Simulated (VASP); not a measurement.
BaZr2O3:

```
Ba Zr O
1.0
    -1.77000    2.50000    5.30000
     1.77000   -2.50000    5.30000
     1.77000    2.50000   -5.30000
Ba Zr O
1 2 3
Direct
  0.00000 0.00000 0.00000
  0.34000 0.34000 0.00000
  0.66000 0.66000 0.00000
  0.50000 0.00000 0.50000
  0.16700 0.66700 0.50000
  0.83300 0.33300 0.50000
```

The cell was built by a generator and needn't be a form met in nature.

| Property | Result |
| --- | --- |
| Program | VASP 6.6.1 |
| Task | relaxation of cell and atoms |
| Functional | PBE |
| Potentials or basis | VASP PAW PBE potentials, release 64 (Ba_sv, Zr_sv, O) |
| Cutoff | 520 eV |
| k mesh | 5 × 5 × 5 |
| Occupations | gaussian, width 0.15 eV |
| Spin | no spin polarisation |

At the start: pressure -5.3 GPa; volume 15.63 Å³/atom.

Task: How do energy, volume and symmetry change on relaxing?

Result: Over 15 steps the energy falls by 229.7 meV/atom and the volume is 14.82 Å³/atom (-5.2 %); space group Immm (No. 71, to 0.05 Å).

The path:
```csv
step,energy change (eV),largest force (eV/Å),pressure (GPa),volume (Å³)
1,0.0000,2.7304,-5.34,93.81
2,-0.7653,1.9688,2.48,86.90
3,-0.8727,1.2432,9.42,83.26
4,-1.1363,1.0096,2.64,87.58
5,-1.1387,0.9703,3.08,87.19
6,-1.2079,0.6177,-2.35,90.02
7,-1.2081,0.6169,-2.23,90.06
8,-1.2822,0.5189,-1.24,89.25
9,-1.3200,0.6917,0.62,88.31
10,-1.3535,0.4410,0.67,88.53
11,-1.3544,0.4192,0.73,88.55
12,-1.3752,0.0907,-1.06,89.53
13,-1.3754,0.1326,-0.93,89.45
14,-1.3763,0.0997,0.80,88.49
15,-1.3782,0.0364,0.03,88.91
```

Final structure:
```
Ba Zr O
1.0
    -1.70437    2.56080    5.09280
     1.70437   -2.56080    5.09280
     1.70437    2.56080   -5.09280
Ba Zr O
1 2 3
Direct
  0.00000 0.00000 0.00000
  0.35112 0.35112 0.00000
  0.64888 0.64888 0.00000
  0.50000 0.00000 0.50000
  0.20502 0.70502 0.50000
  0.79498 0.29498 0.50000
```

Caveat: the k mesh is coarse (spacing up to 0.43 Å⁻¹), so the values aren't converged.
